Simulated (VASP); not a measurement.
All values below come from LDA (Ceperley-Alder, Perdew-Zunger), VASP's LDA PAW potentials (set 64) (plane waves; VASP 6.6.1).

Input for VASP

INCAR:
```
! general
SYSTEM =TiSi2
PREC   =Accurate
ENCUT  =150   ! plane-wave cut-off (eV)
LREAL  =.FALSE.   ! projection in real space or not
LASPH  =.TRUE.   ! aspherical one-centre terms

! electronic loop
EDIFF  =1E-6   ! SCF stop (eV)
NELM   =100   ! most electronic steps
ALGO   =Normal   ! blocked Davidson
LMAXMIX=4

! smearing
ISMEAR =0
SIGMA  =0.1

! ions
ISIF   =2

! output
LWAVE  =.FALSE.
LCHARG =.FALSE.
```

POSCAR:
```
TiSi2
1
    1.7737540000    -6.7924000000     0.0000000000
    1.7737540000     6.7924000000     0.0000000000
    0.0000000000     0.0000000000     3.5826390000
Ti Si
2 4
Direct
  0.8968800000   0.1031200000   0.7500000000
  0.1031200000   0.8968800000   0.2500000000
  0.5582500000   0.4417500000   0.7500000000
  0.4417500000   0.5582500000   0.2500000000
  0.2496900000   0.7503100000   0.7500000000
  0.7503100000   0.2496900000   0.2500000000
```

### KPOINTS
```
Automatic mesh
0
Gamma
9 9 8
0 0 0
```

POTCAR, in this order: Ti_sv Si (LDA.64 set). Program: vasp_std.

Output

### OUTCAR
```
 ion  position               nearest neighbor table
   1  0.897  0.103  0.750-   4 2.59   4 2.59   4 2.59   4 2.59   5 2.67   5 2.67   6 2.68   6 2.68
                             3 2.82   3 2.82
   2  0.103  0.897  0.250-   3 2.59   3 2.59   3 2.59   3 2.59   6 2.67   6 2.67   5 2.68   5 2.68
                             4 2.82   4 2.82
   3  0.558  0.442  0.750-   4 2.39   4 2.39   2 2.59   2 2.59   2 2.59   2 2.59   1 2.82   1 2.82
                             5 3.15   5 3.15
   4  0.442  0.558  0.250-   3 2.39   3 2.39   1 2.59   1 2.59   1 2.59   1 2.59   2 2.82   2 2.82
                             6 3.15   6 3.15
   5  0.250  0.750  0.750-   6 2.52   6 2.52   6 2.52   6 2.52   1 2.67   1 2.67   2 2.68   2 2.68
                             3 3.15   3 3.15
   6  0.750  0.250  0.250-   5 2.52   5 2.52   5 2.52   5 2.52   2 2.67   2 2.67   1 2.68   1 2.68
                             4 3.15   4 3.15
  LATTYP: Found a base centered orthorhombic cell.
 ALAT       =     3.5475080000
 B/A-ratio  =     3.8293923509
 C/A-ratio  =     1.0099030080
 Subroutine PRICEL returns:
 Original cell was already a primitive cell.
 Subroutine GETGRP returns: Found  8 space group operations
The static configuration has the point symmetry C_2h.
 The point group associated with its full space group is D_2h.
The dynamic configuration has the point symmetry C_2h.
 Subroutine INISYM returns: Found  8 space group operations
 Subroutine IBZKPT returns following result:
 Found    125 irreducible k-points:

 Following reciprocal coordinates:
            Coordinates               Weight
  0.000000  0.000000  0.000000      1.000000
  0.111111 -0.000000  0.000000      4.000000
  0.222222  0.000000  0.000000      4.000000
  0.333333  0.000000  0.000000      4.000000
  0.444444  0.000000  0.000000      4.000000
  0.111111  0.111111  0.000000      2.000000
  0.222222  0.111111  0.000000      4.000000
  0.333333  0.111111  0.000000      4.000000
  0.444444  0.111111  0.000000      4.000000
 -0.444444  0.111111  0.000000      4.000000
 -0.333333  0.111111  0.000000      4.000000
 -0.222222  0.111111  0.000000      4.000000
 -0.111111  0.111111  0.000000      2.000000
  0.222222  0.222222  0.000000      2.000000
  0.333333  0.222222  0.000000      4.000000
  0.444444  0.222222  0.000000      4.000000
 -0.444444  0.222222  0.000000      4.000000
 -0.333333  0.222222  0.000000      4.000000
 -0.222222  0.222222  0.000000      2.000000
  0.333333  0.333333  0.000000      2.000000
  0.444444  0.333333  0.000000      4.000000
 -0.444444  0.333333  0.000000      4.000000
 -0.333333  0.333333  0.000000      2.000000
  0.444444  0.444444  0.000000      2.000000
 -0.444444  0.444444  0.000000      2.000000
  0.000000  0.000000  0.125000      2.000000
  0.111111 -0.000000  0.125000      8.000000
  0.222222  0.000000  0.125000      8.000000
  0.333333  0.000000  0.125000      8.000000
  0.444444  0.000000  0.125000      8.000000
  0.111111  0.111111  0.125000      4.000000
  0.222222  0.111111  0.125000      8.000000
  0.333333  0.111111  0.125000      8.000000
  0.444444  0.111111  0.125000      8.000000
 -0.444444  0.111111  0.125000      8.000000
 -0.333333  0.111111  0.125000      8.000000
 -0.222222  0.111111  0.125000      8.000000
 -0.111111  0.111111  0.125000      4.000000
  0.222222  0.222222  0.125000      4.000000
  0.333333  0.222222  0.125000      8.000000
   k-points           NKPTS =    125   k-points in BZ     NKDIM =    125   number of bands    NBANDS=     24
   number of dos      NEDOS =    301   number of ions     NIONS =      6
   total plane-waves  NPLWV =  10976
   dimension x,y,z NGX =    28 NGY =   28 NGZ =   14
   dimension x,y,z NGXF=    56 NGYF=   56 NGZF=   28
   ions per type =               2   4
...
```

### OSZICAR
```
       N       E                     dE             d eps       ncg     rms          rms(c)
DAV:   1     0.148041169505E+03    0.14804E+03   -0.10425E+04  7024   0.730E+02
DAV:   2    -0.354159843074E+02   -0.18346E+03   -0.18150E+03  7112   0.247E+02
DAV:   3    -0.514789716081E+02   -0.16063E+02   -0.15955E+02  9816   0.575E+01
DAV:   4    -0.521436911527E+02   -0.66472E+00   -0.66436E+00  7296   0.115E+01
DAV:   5    -0.521687510600E+02   -0.25060E-01   -0.25058E-01  8856   0.185E+00    0.319E+01
DAV:   6    -0.449671270782E+02    0.72016E+01   -0.66800E+01  7920   0.464E+01    0.178E+01
DAV:   7    -0.443045879647E+02    0.66254E+00   -0.12954E+01  7408   0.157E+01    0.108E+01
DAV:   8    -0.440394020847E+02    0.26519E+00   -0.25898E+00  7936   0.997E+00    0.105E+00
DAV:   9    -0.440206914258E+02    0.18711E-01   -0.20817E-01  7880   0.250E+00    0.453E-01
DAV:  10    -0.440206680924E+02    0.23333E-04   -0.36689E-03  7800   0.305E-01    0.155E-01
DAV:  11    -0.440206873633E+02   -0.19271E-04   -0.51800E-04  7888   0.139E-01    0.204E-02
DAV:  12    -0.440206767764E+02    0.10587E-04   -0.61774E-05  7176   0.313E-02    0.114E-02
DAV:  13    -0.440206763733E+02    0.40304E-06   -0.13777E-05  7480   0.200E-02    0.391E-03
DAV:  14    -0.440206761698E+02    0.20350E-06   -0.54224E-06  6512   0.121E-02
   1 F= -.44020676E+02 E0= -.44016713E+02  d E =-.792561E-02
```

File OUTCAR:
```
------------------------ aborting loop because EDIFF is reached ----------------------------------------
  FORCE on cell =-STRESS in cart. coord.  units (eV):
  Direction    XX          YY          ZZ          XY          YZ          ZX
  --------------------------------------------------------------------------------------
  Total      -49.7876307    -49.5233208    -49.2654379      0.0000000      0.0000000      0.0000000
  in kB     -924.0220942   -919.1166961   -914.3305775      0.0000000      0.0000000      0.0000000
  external PRESSURE =    -919.1564559 kB  Pullay stress =       0.0000000 kB
  volume of cell :       86.33
      direct lattice vectors                 reciprocal lattice vectors
     1.773754000 -6.792400000  0.000000000     0.281888018 -0.073611684  0.000000000
     1.773754000  6.792400000  0.000000000     0.281888018  0.073611684  0.000000000
     0.000000000  0.000000000  3.582639000     0.000000000  0.000000000  0.279123853
 POSITION                                       TOTAL-FORCE (eV/Angst)
 -----------------------------------------------------------------------------------
      1.77375     -5.39154      2.68698         0.000000      0.606810      0.000000
      1.77375      5.39154      0.89566         0.000000     -0.606810     -0.000000
      1.77375     -0.79131      2.68698         0.000000     -0.095455     -0.000000
      1.77375      0.79131      0.89566         0.000000      0.095455     -0.000000
      1.77375      3.40041      2.68698         0.000000     -0.021414     -0.000000
      1.77375     -3.40041      0.89566         0.000000      0.021414     -0.000000
 -----------------------------------------------------------------------------------
    total drift:                               -0.000000     -0.000000     -0.000000
  FREE ENERGIE OF THE ION-ELECTRON SYSTEM (eV)
  ---------------------------------------------------
  free  energy   TOTEN  =       -44.0206761698 eV

  energy  without entropy=      -44.0127505620  energy(sigma->0) =      -44.01671337
```
(Selected blocks of OUTCAR.)

### OUTCAR
```
 val. band max:       10.3641372945   @ k =   0.3333   0.1111   0.0000

 cond. band min:      10.4035742813   @ k =  -0.1111   0.1111   0.1250


 Fermi energy:        10.3756729223

 k-point     1 :       0.0000    0.0000    0.0000
  band No.  band energies     occupation
      1     -47.3150      2.00000
      2     -47.2343      2.00000
      3     -24.0734      2.00000
      4     -24.0453      2.00000
      5     -23.9916      2.00000
      6     -23.9275      2.00000
      7     -23.9092      2.00000
      8     -23.8490      2.00000
      9      -2.2856      2.00000
     10      -0.3829      2.00000
     11       2.2991      2.00000
     12       6.9194      2.00000
     13       7.3443      2.00000
     14       7.4964      2.00000
     15       7.8228      2.00000
     16       7.9448      2.00000
     17       8.2000      2.00000
     18       8.2651      2.00000
     19       8.3143      2.00000
     20      10.8746      0.00000
     21      10.9597      0.00000
     22      11.1879      0.00000
     23      11.4913      0.00000
     24      11.5904      0.00000

 k-point     2 :       0.1111   -0.0000    0.0000
  band No.  band energies     occupation
      1     -47.2868      2.00000
      2     -47.2332      2.00000
      3     -24.0215      2.00000
      4     -24.0124      2.00000
      5     -23.9935      2.00000
      6     -23.9601      2.00000
      7     -23.8729      2.00000
      8     -23.8562      2.00000
      9      -2.1496      2.00000
     10      -0.3378      2.00000
     11       2.4518      2.00000
     12       5.9629      2.00000
     13       7.3470      2.00000
     14       7.4370      2.00000
     15       7.6628      2.00000
     16       7.7796      2.00000
     17       7.9893      2.00000
     18       8.7389      2.00000
     19       8.7894      2.00000
     20      10.8470      0.00000
     21      10.9319      0.00000
     22      11.1516      0.00000
     23      11.3172      0.00000
     24      11.5535      0.00000
...
```

At this cut-off the stress carries a Pulay error, which pulls relaxed volumes low.

The structure comes from a computed database's TiSi2 entry; how it stands against other phases isn't given here. The cell was not relaxed at this level. The run is one of a series of settings (ENCUT = 150 against the base run), some of them coarse on purpose.
